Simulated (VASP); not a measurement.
Here is a VASP 6.6.1 calculation.

Contents of INCAR:

```
SYSTEM = BeZn2Te3
PREC     = Normal         ! precision mode
ENCUT    = 520            ! plane-wave cutoff, eV
EDIFF    = 1E-4           ! SCF threshold, eV
ISMEAR   = 0              ! smearing method
SIGMA    = 0.15           ! smearing width, eV
LREAL    = .FALSE.        ! projectors in reciprocal space
LASPH    = .TRUE.         ! aspherical terms in the spheres
NELM     = 60             ! most SCF steps
ALGO     = Fast           ! electronic algorithm
ISIF     = 3              ! what is computed and relaxed
LWAVE    = .FALSE.        ! write WAVECAR
LCHARG   = .FALSE.        ! write CHGCAR
GGA      = PE             ! functional
IBRION   = 2              ! ionic algorithm
NSW      = 24             ! ionic steps
EDIFFG   = -0.08          ! ionic threshold
```

Contents of KPOINTS:

```
regular mesh
0
G
  3 3 3
  0 0 0
```

The input POSCAR:

```
BeZn2Te3
1.0
    5.0021574100      0.0000000000      0.0000000000
    0.0000000000      5.0021574100      0.0000000000
    0.0000000000      0.0000000000      5.5492209000
Be Zn Te
1 2 3
Direct
    0.5000000000      0.5000000000      0.0000000000
    0.0000000000      0.5000000000      0.5000000000
    0.5000000000      0.0000000000      0.5000000000
    0.0000000000      0.0000000000      0.2362299200
    0.0000000000      0.0000000000      0.7637700800
    0.5000000000      0.5000000000      0.5000000000
```

Potentials or basis: VASP PAW PBE potentials, release 64 (Be, Zn, Te).

Launch:

```console
$ cat potpaw_PBE.64/Be/POTCAR potpaw_PBE.64/Zn/POTCAR potpaw_PBE.64/Te/POTCAR > POTCAR
$ mpirun -np 1 vasp_std > vasp.out
```

**Question.** Predict the band gap on the k mesh.

**Answer.** None (metal or under the smearing width).

**Question.** Predict the relaxed cell.

**Answer.** a = 5.553 Å, b = 5.553 Å, c = 5.629 Å, α = 90.00°, β = 90.00°, γ = 90.00°.

**Question.** What does it give for the space group after relaxing (to 0.05 Å)?

**Answer.** P4/mmm (No. 123).

Stress tensor (GPa, compression positive):
```
-0.19  0.00  0.00
 0.00 -0.19  0.00
 0.00  0.00  0.39
```

Caveat: the k mesh is coarse (spacing up to 0.42 Å⁻¹), so the values aren't converged. Spin-orbit coupling is left out, which matters for the levels of Te.
